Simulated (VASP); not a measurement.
# TiSn (P6/mmm) in VASP: notebook

Runs on TiSn. Level: PBE. Tasks: equation of state.

All numbers are computed with VASP 6.6.1; they aren't measurements. Logs are shortened: lines on timing, memory, paths and dates and some standing lists are left out, and cuts for length are marked.

## (1) Starting point

It takes space group P6/mmm (No. 191, hexagonal). The conventional cell has a = 5.726 Å, b = 5.726 Å, c = 4.805 Å, α = 90.00°, β = 90.00°, γ = 120.00°. Ti (site symmetry mmm) is surrounded by 4 Ti at 2.86 Å and 6 Sn at 2.86 to 2.92 Å. Sn (site symmetry -6m2) has 6 Ti at 2.92 Å and 3 Sn at 3.31 Å as nearest neighbours. Sn (site symmetry 6/mmm) is surrounded by 6 Ti at 2.86 Å.

The cell was built by a generator and needn't be a form met in nature.

## (2) Equation of state, PBE, 22.74 Å³/atom

Input file INCAR:

```
SYSTEM = TiSn
PREC     = Accurate       ! precision mode
ENCUT    = 520            ! plane-wave cutoff, eV
EDIFF    = 1E-6           ! SCF threshold, eV
ISMEAR   = 0              ! smearing method
SIGMA    = 0.1            ! smearing width, eV
LREAL    = .False.        ! projectors in reciprocal space
LASPH    = .True.         ! aspherical terms in the spheres
NELM     = 100            ! most SCF steps
ALGO     = Normal         ! electronic algorithm
ISIF     = 4              ! what is computed and relaxed
LWAVE    = .False.        ! write WAVECAR
LCHARG   = .False.        ! write CHGCAR
GGA      = PE             ! functional
IBRION   = 2              ! ionic algorithm
NSW      = 30             ! ionic steps
EDIFFG   = -0.02          ! ionic threshold
KPAR     = 4
```

Input file KPOINTS:

```
regular mesh
0
Gamma
  6 6 6
  0 0 0
```

Input file POSCAR:

```
TiSn
1.0
    5.7259880000      0.0000000000      0.0000000000
   -2.8629940000      4.9588510000      0.0000000000
    0.0000000000      0.0000000000      4.8048000000
Ti Sn
3 3
Direct
    0.0000000000      0.5000000000      0.0000000000
    0.5000000000      0.0000000000      0.0000000000
    0.5000000000      0.5000000000      0.0000000000
    0.6666670000      0.3333330000      0.5000000000
    0.3333330000      0.6666670000      0.5000000000
    0.0000000000      0.0000000000      0.0000000000
```

Potentials or basis: VASP PAW PBE potentials, release 64 (Ti_sv, Sn_d).

Command:

```
$ cat potpaw_PBE.64/Ti_sv/POTCAR potpaw_PBE.64/Sn_d/POTCAR > POTCAR
$ mpirun -np 4 vasp_std > vasp.out
```

OUTCAR:

```text
SYSTEM = TiSn
   PREC = Accurate
   ENCUT = 520
   EDIFF = 1E-6
   ISMEAR = 0
   LREAL = .False.
   LASPH = .True.
   NELM = 100
   ISIF = 4
   GGA = PE
   IBRION = 2
   NSW = 30
   EDIFFG = -0.02

 ion  position               nearest neighbor table
   1  0.000  0.500  0.000-   2 2.86   6 2.86   6 2.86   2 2.86   3 2.86   3 2.86   5 2.92   5 2.92
                             4 2.92   4 2.92
   2  0.500  0.000  0.000-   1 2.86   3 2.86   3 2.86   1 2.86   6 2.86   6 2.86   5 2.92   5 2.92
                             4 2.92   4 2.92
   3  0.500  0.500  0.000-   2 2.86   6 2.86   2 2.86   6 2.86   1 2.86   1 2.86   5 2.92   5 2.92
                             4 2.92   4 2.92
   4  0.667  0.333  0.500-   2 2.92   2 2.92   1 2.92   1 2.92   3 2.92   3 2.92   5 3.31   5 3.31
                             5 3.31
   5  0.333  0.667  0.500-   2 2.92   2 2.92   1 2.92   1 2.92   3 2.92   3 2.92   4 3.31   4 3.31
                             4 3.31
   6  0.000  0.000  0.000-   1 2.86   3 2.86   1 2.86   3 2.86   2 2.86   2 2.86

  LATTYP: Found a hexagonal cell.
 ALAT       =     5.7259880000
 C/A-ratio  =     0.8391215630

  Lattice vectors:

 A1 = (   5.7259880000,   0.0000000000,   0.0000000000)
 A2 = (  -2.8629940000,   4.9588510000,   0.0000000000)
 A3 = (   0.0000000000,   0.0000000000,   4.8048000000)

Analysis of symmetry for initial positions (statically):
=====================================================================
 Subroutine PRICEL returns:
 Original cell was already a primitive cell.

 Routine SETGRP: Setting up the symmetry group for a
 hexagonal supercell.

 Subroutine GETGRP returns: Found 24 space group operations
 (whereof 24 operations were pure point group operations)
 out of a pool of 24 trial point group operations.

The static configuration has the point symmetry D_6h.

Analysis of symmetry for dynamics (positions and initial velocities):
=====================================================================
 Subroutine PRICEL returns:
 Original cell was already a primitive cell.

 Routine SETGRP: Setting up the symmetry group for a
 hexagonal supercell.

 Subroutine GETGRP returns: Found 24 space group operations
 (whereof 24 operations were pure point group operations)
 out of a pool of 24 trial point group operations.

The dynamic configuration has the point symmetry D_6h.

 Subroutine INISYM returns: Found 24 space group operations
 (whereof 24 operations are pure point group operations),
 and found     1 'primitive' translations

----------------------------------------------------------------------------------------

[... 109 lines left out ...]
   TEBEG  =    0.0;   TEEND  =   0.0 temperature during run
   PSTRESS=    0.0 pullay stress
   NELECT =      78.0000    total number of electrons
   NUPDOWN=      -1.0000    fix difference up-down
   EMIN   =  10.00;   EMAX   =-10.00  energy-range for DOS
   EFERMI =   0.00;   METHOD = LEGACY
   ISMEAR =     0;   SIGMA  =   0.10  broadening in eV -4-tet -1-fermi 0-gaus
   EFERMI_NEDOS =   21; number of points for ismear=-14 and -15
   IALGO  =     38    algorithm
   IMIX   =      4    mixing-type and parameters
     AMIX     =   0.40;   BMIX     =  1.00
     AMIX_MAG =   1.60;   BMIX_MAG =  1.00
  volume/ion in A,a.u.               =      22.74       153.44
  Fermi-wavevector in a.u.,A,eV,Ry     =   1.358743  2.567653 25.118851  1.846183
  Thomas-Fermi vector in A             =   2.485551
   LORBIT       =      0    0 simple, 1 ext, 2 COOP (PROOUT), +10 PAW based schemes
   GGA     = PE    functional components
   LHFCALC =     F    Hartree Fock is set to
   AEXX    =    0.0000 exact exchange contribution
   IVDW    =     0    specifies the selected vdW correction
   LEPSILON=     F    determine dielectric tensor
   LRPA    =     F    only Hartree local field effects (RPA)
 conjugate gradient relaxation of ions
 non-spin polarized calculation
 Gauss-broadening in eV      SIGMA  =   0.10
  energy-cutoff  :      520.00
  volume of cell :      136.43
 maximum number of plane-waves:      3714
 NGX is ok and might be reduce to    48
   NGX = 21   NGY = 21   NGZ = 17

 number of electron      78.0000019 magnetization

 Free energy of the ion-electron system (eV)
  ---------------------------------------------------
  ext. energy  EPLUGINS =         0.00000000
  ---------------------------------------------------
  free energy    TOTEN  =       -36.48992113 eV

  energy without entropy =      -36.44885626  energy(sigma->0) =      -36.46938870

 E-fermi :   7.4821     XC(G=0): -10.5457

 val. band max:        7.4805357882   @ k =   0.3333   0.0000   0.3333
 cond. band min:       7.4905893685   @ k =   0.1667   0.0000   0.3333
 fundamental gap:      0.0100535803
 Fermi energy:         7.4820799784

 k-point     1 :       0.0000    0.0000    0.0000
  band No.  band energies     occupation
      1     -49.2110      2.00000
      2     -49.1381      2.00000
      3     -49.1381      2.00000
      4     -25.6496      2.00000
      5     -25.5880      2.00000
      6     -25.5685      2.00000
[... 1165 lines left out ...]
     45       9.1852      0.00000
     46       9.5327      0.00000

 [... further k-points ...]

------------------------ aborting loop because EDIFF is reached ----------------------------------------

  FORCE on cell =-STRESS in cart. coord.  units (eV):
  Direction    XX          YY          ZZ          XY          YZ          ZX
  --------------------------------------------------------------------------------------
  -------------------------------------------------------------------------------------
  Total        0.0020667      0.0020667      0.0010406     -0.0000000      0.0000000     -0.0000000
  in kB        0.0242711      0.0242711      0.0122209     -0.0000000      0.0000000     -0.0000000
  external PRESSURE =       0.0202543 kB  Pullay stress =       0.0000000 kB

 VOLUME and BASIS-vectors are now :
 -----------------------------------------------------------------------------
  energy-cutoff  :      520.00
  volume of cell :      136.43
      direct lattice vectors                 reciprocal lattice vectors
     5.725988000  0.000000000  0.000000000     0.174642350  0.100829809  0.000000000
    -2.862994000  4.958851000  0.000000000     0.000000000  0.201659618  0.000000000
     0.000000000  0.000000000  4.804800000     0.000000000  0.000000000  0.208125208

 POSITION                                       TOTAL-FORCE (eV/Angst)
 -----------------------------------------------------------------------------------
     -1.43150      2.47943      0.00000         0.000000      0.000000      0.000000
      2.86299      0.00000      0.00000         0.000000      0.000000      0.000000
      1.43150      2.47943      0.00000         0.000000      0.000000      0.000000
      2.86300      1.65295      2.40240         0.000000      0.000000      0.000000
     -0.00000      3.30590      2.40240        -0.000000      0.000000      0.000000
      0.00000      0.00000      0.00000         0.000000      0.000000      0.000000
 -----------------------------------------------------------------------------------
    total drift:                               -0.000000      0.000000      0.000000

  FREE ENERGIE OF THE ION-ELECTRON SYSTEM (eV)
  ---------------------------------------------------
  free  energy   TOTEN  =       -36.4899211318 eV

  energy  without entropy=      -36.4488562611  energy(sigma->0) =      -36.46938870

 reached required accuracy - stopping structural energy minimisation
```

CONTCAR:

```text
TiSn
   1.00000000000000
     5.7259880000000001    0.0000000000000000    0.0000000000000000
    -2.8629940000000000    4.9588510000000001    0.0000000000000000
     0.0000000000000000    0.0000000000000000    4.8048000000000002
  Ti              Sn
     3     3
Direct
     0.0000000000000000    0.5000000000000000    0.0000000000000000
     0.5000000000000000    0.0000000000000000    0.0000000000000000
     0.5000000000000000    0.5000000000000000    0.0000000000000000
     0.6666669999999968    0.3333330000000032    0.5000000000000000
     0.3333330000000032    0.6666669999999968    0.5000000000000000
     0.0000000000000000    0.0000000000000000    0.0000000000000000

  0.00000000E+00  0.00000000E+00  0.00000000E+00
  0.00000000E+00  0.00000000E+00  0.00000000E+00
  0.00000000E+00  0.00000000E+00  0.00000000E+00
  0.00000000E+00  0.00000000E+00  0.00000000E+00
  0.00000000E+00  0.00000000E+00  0.00000000E+00
  0.00000000E+00  0.00000000E+00  0.00000000E+00
```

Run time: 76 s. Hardware: 4 MPI ranks of Intel Xeon Platinum 8375C at 2.90GHz (Ice Lake), shared host; peak memory 0.35 GiB.

What came out:

```
Free energy            : -36.4899 eV
Pressure               : 0.0 GPa
Band gap on the k mesh : none (metal or under the smearing width)
```

## (3) Equation of state, PBE, 22.06 Å³/atom (volume scaled by 0.97)

INCAR is that of step 2.

KPOINTS is that of step 2.

POSCAR, as its differences from that of step 2:

```diff
@@ -2,5 +2,5 @@
 1.0
-    5.7259880000      0.0000000000      0.0000000000
-   -2.8629940000      4.9588510000      0.0000000000
-    0.0000000000      0.0000000000      4.8048000000
+    5.6681457827      0.0000000000      0.0000000000
+   -2.8340728914      4.9087581711      0.0000000000
+    0.0000000000      0.0000000000      4.7562633482
 Ti Sn
```

Potentials or basis: VASP PAW PBE potentials, release 64 (Ti_sv, Sn_d).

Command:

```
$ cat potpaw_PBE.64/Ti_sv/POTCAR potpaw_PBE.64/Sn_d/POTCAR > POTCAR
$ mpirun -np 4 vasp_std > vasp.out
```

Run time: 60 s. Hardware: 4 MPI ranks of Intel Xeon Platinum 8375C at 2.90GHz (Ice Lake), shared host; peak memory 0.31 GiB.

Results (log left out):

* Free energy: -36.4536 eV
* Pressure: 2.8 GPa
* Band gap on the k mesh: none (metal or under the smearing width)

## (4) Equation of state, PBE, 23.42 Å³/atom (volume scaled by 1.03)

INCAR is that of step 3.

KPOINTS is that of step 3.

POSCAR, as its differences from that of step 3:

```diff
@@ -2,5 +2,5 @@
 1.0
-    5.6681457827      0.0000000000      0.0000000000
-   -2.8340728914      4.9087581711      0.0000000000
-    0.0000000000      0.0000000000      4.7562633482
+    5.7826846378      0.0000000000      0.0000000000
+   -2.8913423189      5.0079517279      0.0000000000
+    0.0000000000      0.0000000000      4.8523753713
 Ti Sn
```

Command:

```
$ cat potpaw_PBE.64/Ti_sv/POTCAR potpaw_PBE.64/Sn_d/POTCAR > POTCAR
$ mpirun -np 4 vasp_std > vasp.out
```

Wall time 93 s (4 MPI ranks of Intel Xeon Platinum 8375C at 2.90GHz (Ice Lake), shared host); peak memory 0.36 GiB.

The run converged. Its results:

| Property | Result |
| --- | --- |
| Free energy | -36.4603 eV |
| Pressure | -2.4 GPa |
| Band gap on the k mesh | none (metal or under the smearing width) |

## (5) Equation of state, PBE, 21.37 Å³/atom (volume scaled by 0.94)

INCAR is that of step 4.

KPOINTS is that of step 4.

POSCAR, as its differences from that of step 4:

```diff
@@ -2,5 +2,5 @@
 1.0
-    5.7826846378      0.0000000000      0.0000000000
-   -2.8913423189      5.0079517279      0.0000000000
-    0.0000000000      0.0000000000      4.8523753713
+    5.6090983035      0.0000000000      0.0000000000
+   -2.8045491517      4.8576215548      0.0000000000
+    0.0000000000      0.0000000000      4.7067153352
 Ti Sn
```

Command:

```
$ cat potpaw_PBE.64/Ti_sv/POTCAR potpaw_PBE.64/Sn_d/POTCAR > POTCAR
$ mpirun -np 4 vasp_std > vasp.out
```

Wall time 96 s (4 MPI ranks of Intel Xeon Platinum 8375C at 2.90GHz (Ice Lake), shared host); peak memory 0.32 GiB.

It converged, with:

| Quantity | Value |
| --- | --- |
| Free energy | -36.3403 eV |
| Pressure | 6.1 GPa |
| Band gap on the k mesh | none (metal or under the smearing width) |

## (6) Equation of state, PBE, 24.10 Å³/atom (volume scaled by 1.06)

INCAR is that of step 5.

KPOINTS is that of step 5.

POSCAR, as its differences from that of step 5:

```diff
@@ -2,5 +2,5 @@
 1.0
-    5.6090983035      0.0000000000      0.0000000000
-   -2.8045491517      4.8576215548      0.0000000000
-    0.0000000000      0.0000000000      4.7067153352
+    5.8382907858      0.0000000000      0.0000000000
+   -2.9191453929      5.0561080641      0.0000000000
+    0.0000000000      0.0000000000      4.8990356892
 Ti Sn
```

Potentials or basis: VASP PAW PBE potentials, release 64 (Ti_sv, Sn_d).

Command:

```
$ cat potpaw_PBE.64/Ti_sv/POTCAR potpaw_PBE.64/Sn_d/POTCAR > POTCAR
$ mpirun -np 4 vasp_std > vasp.out
```

Wall time 1.8 min (4 MPI ranks of Intel Xeon Platinum 8375C at 2.90GHz (Ice Lake), shared host); peak memory 0.36 GiB.

Results (log left out):

| Property | Result |
| --- | --- |
| Free energy | -36.3749 eV |
| Pressure | -4.4 GPa |
| Band gap on the k mesh | none (metal or under the smearing width) |

## (7) Equation of state, PBE, 20.69 Å³/atom (volume scaled by 0.91)

INCAR is that of step 6.

KPOINTS is that of step 6.

POSCAR, as its differences from that of step 6:

```diff
@@ -2,5 +2,5 @@
 1.0
-    5.8382907858      0.0000000000      0.0000000000
-   -2.9191453929      5.0561080641      0.0000000000
-    0.0000000000      0.0000000000      4.8990356892
+    5.5487807437      0.0000000000      0.0000000000
+   -2.7743903719      4.8053850165      0.0000000000
+    0.0000000000      0.0000000000      4.6561015702
 Ti Sn
```

Command:

```
$ cat potpaw_PBE.64/Ti_sv/POTCAR potpaw_PBE.64/Sn_d/POTCAR > POTCAR
$ mpirun -np 4 vasp_std > vasp.out
```

Wall time 91 s (4 MPI ranks of Intel Xeon Platinum 8375C at 2.90GHz (Ice Lake), shared host); peak memory 0.32 GiB.

It converged, with:

```yaml
Free_energy: -36.1360 eV
Pressure: 9.9 GPa
Band_gap_on_the_k_mesh: none (metal or under the smearing width)
```

## (8) Equation of state, PBE, 24.78 Å³/atom (volume scaled by 1.09)

INCAR is that of step 7.

KPOINTS is that of step 7.

POSCAR, as its differences from that of step 7:

```diff
@@ -2,5 +2,5 @@
 1.0
-    5.5487807437      0.0000000000      0.0000000000
-   -2.7743903719      4.8053850165      0.0000000000
-    0.0000000000      0.0000000000      4.6561015702
+    5.8928574139      0.0000000000      0.0000000000
+   -2.9464287069      5.1033641495      0.0000000000
+    0.0000000000      0.0000000000      4.9448237234
 Ti Sn
```

Command:

```
$ cat potpaw_PBE.64/Ti_sv/POTCAR potpaw_PBE.64/Sn_d/POTCAR > POTCAR
$ mpirun -np 4 vasp_std > vasp.out
```

Run time: 1.9 min. Hardware: 4 MPI ranks of Intel Xeon Platinum 8375C at 2.90GHz (Ice Lake), shared host; peak memory 0.38 GiB.

Results (log left out):

```yaml
Free_energy: -36.2421 eV
Pressure: -6.1 GPa
Band_gap_on_the_k_mesh: none (metal or under the smearing width)
```
